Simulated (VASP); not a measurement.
Consider the following.

```
BaF2
1.0
    0.00000     3.13160     3.13160
    3.13160     0.00000     3.13160
    3.13160     3.13160     0.00000
Ba F
1 2
Direct
  0.00000   0.00000   0.00000
  0.25000   0.25000   0.25000
  0.75000   0.75000   0.75000
```

Calculation: RPBE GGA, VASP's PBE PAW potentials (set 64) (plane waves; VASP 6.6.1). Settings: 520 eV cut-off, 6×6×6 Γ-centred mesh, Gaussian smearing of 0.050 eV, potentials Ba_sv F.

Question: Give the stress tensor in GPa (positive for a compressed cell).

Answer: 
```
3.22  0.00  0.00
0.00  3.22  0.00
0.00  0.00  3.22
```
The pressure is its mean diagonal, 3.22 GPa.

The compound is BaF2 in the fluorite structure. This cell is one point of a volume scan, at 0.94 of the reference volume.
